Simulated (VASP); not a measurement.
Calculation: SCAN meta-GGA, VASP's PBE PAW potentials (set 64) (plane waves; VASP).

The input files of a VASP run:

**KPOINTS**
```
Regular mesh
0
G
 7 7 7
0 0 0
```

File POSCAR:
```
NaI
1
    0.0000000000     3.2795759617     3.2795759617
    3.2795759617     0.0000000000     3.2795759617
    3.2795759617     3.2795759617     0.0000000000
Na I
1 1
Direct
  0.0000000000   0.0000000000   0.0000000000
  0.5000000000   0.5000000000   0.5000000000
```

INCAR:
```
SYSTEM = NaI
PREC = Accurate
ENCUT = 520
EDIFF = 1E-7
NELM = 100
ALGO = Normal
LREAL = .FALSE.
LASPH = .TRUE.
ISMEAR = 0
SIGMA = 0.05
METAGGA = SCAN
LMIXTAU = .TRUE.
LMAXMIX = 4
LWAVE = .FALSE.
LCHARG = .FALSE.
ISIF = 2
```

POTCAR, in this order: Na_pv I (PBE.64 set). Program: vasp_std.

Question: What will the output report for the number of irreducible k-points (NKPTS), largest plane-wave count, number of space-group operations, FFT grid (NGX, NGY, NGZ)?

Answer: 
- number of irreducible k-points (NKPTS) = 20
- largest plane-wave count = 1917
- number of space-group operations = 48
- FFT grid (NGX, NGY, NGZ) = 36 × 36 × 36

The compound is NaI in the rock salt structure. This cell is one point of a volume scan, at 1.06 of the reference volume.
